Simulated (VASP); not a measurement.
Calculation: HSE06 screened hybrid, VASP's PBE PAW potentials (set 64) (plane waves; VASP).

VASP input:

**KPOINTS**
```
Automatic mesh
0
Gamma
3 3 3
0 0 0
```

**INCAR**
```
SYSTEM  =  SnTe
PREC  =  Accurate; ENCUT  =  300; LREAL  =  F
LASPH  =  T; ISYM  =  3
EDIFF  =  1E-6; NELM  =  100; ALGO  =  Normal
LMAXMIX  =  4
ISMEAR  =  1; SIGMA  =  0.1
GGA  =  PE; LHFCALC  =  T; AEXX  =  0.25
HFSCREEN  =  0.2; PRECFOCK  =  Fast
ISIF  =  2
LWAVE  =  F; LCHARG  =  F
```

File POSCAR:
```
SnTe
1
    0.0000000000     3.1858150000     3.1858150000
    3.1858150000     0.0000000000     3.1858150000
    3.1858150000     3.1858150000     0.0000000000
Sn Te
1 1
Direct
  0.0109510000   0.0045450000  -0.0033620000
  0.4890490000   0.4954550000   0.5033620000
```

POTCAR, in this order: Sn_d Te (PBE.64 set). Program: vasp_std.

Question: Estimate the energy per atom (σ→0), largest force.

Answer: 
```json
{
  "energy per atom (σ→0)": "-4.583 eV/atom",
  "largest_force": "0.123 eV/Å"
}
```

**OSZICAR**
```
...
DAV:   8    -0.916778506954E+01   -0.97938E-03   -0.78934E-03   488   0.497E-01    0.302E+00
DAV:   9    -0.916639832326E+01    0.13867E-02   -0.90333E-04   434   0.204E-01    0.181E+00
DAV:  10    -0.916604810184E+01    0.35022E-03   -0.71371E-04   434   0.115E-01    0.109E+00
DAV:  11    -0.916598637459E+01    0.61727E-04   -0.15869E-04   552   0.641E-02    0.663E-01
DAV:  12    -0.916596420707E+01    0.22168E-04   -0.21805E-05   518   0.335E-02    0.414E-01
DAV:  13    -0.916595858908E+01    0.56180E-05   -0.89149E-06   482   0.205E-02    0.259E-01
DAV:  14    -0.916595869652E+01   -0.10744E-06   -0.33815E-06   452   0.121E-02
   1 F= -.91659587E+01 E0= -.91665408E+01  d E =0.174620E-02
```

The structure comes from a computed database's SnTe entry; how it stands against other phases isn't given here. The cell was not relaxed at this level, atoms are displaced from their ideal sites. The k-mesh is coarse (spacing up to 0.57 per Å, 2π included), so the numbers may not be converged in it. The run is one of a series of settings (AEXX = 0.25, GGA = PE, HFSCREEN = 0.2, ISYM = 3, LHFCALC = .TRUE., PRECFOCK = Fast, KPOINTS 3×3×3 Γ-centred mesh against the base run), some of them coarse on purpose.
